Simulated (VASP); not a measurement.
Input:

```xyz
4
Lattice="2.7972 0.0000 0.0000 0.0000 2.8804 0.0000 0.0000 0.0000 4.9733" Properties=species:S:1:pos:R:3 pbc="T T T"
Mo     1.3986     1.4402     0.8297
Mo     1.3986     0.0000     3.3166
C      0.0000     0.0000     4.9657
N      0.0000     1.4402     2.4924
```

The numbers are results of PBEsol GGA, VASP's PBE PAW potentials (set 64) (plane waves; VASP 6.6.1), not measurements. Numerical set-up: 520 eV cut-off, Gaussian smearing of 0.050 eV, potentials Mo_sv C N.

Q: Give the energies of bands 12 to 21 at the high-symmetry points, in eV from the Fermi level.

A: 
```csv
band,Γ,X,S,Y,Z,U,R,T
12,-5.55,-7.34,-8.06,-7.17,-6.54,-7.07,-7.00,-7.96
13,-5.34,-6.31,-7.63,-5.92,-4.97,-5.95,-6.71,-6.08
14,-5.20,-6.11,-6.26,-5.54,-4.67,-5.76,-6.44,-4.65
15,-4.82,-3.71,-3.67,-4.60,-4.35,-4.40,-5.47,-4.62
16,-4.59,-3.64,-3.58,-4.23,-4.20,-4.01,-5.27,-4.52
17,-2.43,-1.87,-2.12,-2.41,-3.27,-2.73,-1.11,-3.13
18,-1.84,-1.81,-2.10,-1.53,-2.96,-2.54,-0.22,-1.97
19,0.57,-0.75,2.20,-0.39,0.80,-0.20,2.37,0.57
20,1.35,1.70,2.73,-0.32,1.11,0.00,2.51,0.67
21,1.37,2.12,2.85,0.30,1.22,1.90,3.00,2.52
```

It has no gap at this level: it comes out as a metal or semimetal.

The structure comes from a computed database's Mo2CN entry (Pmm2); how it stands against other phases isn't given here. It was relaxed first. The electron count is odd and the run is not spin-polarised, which forces a metal.
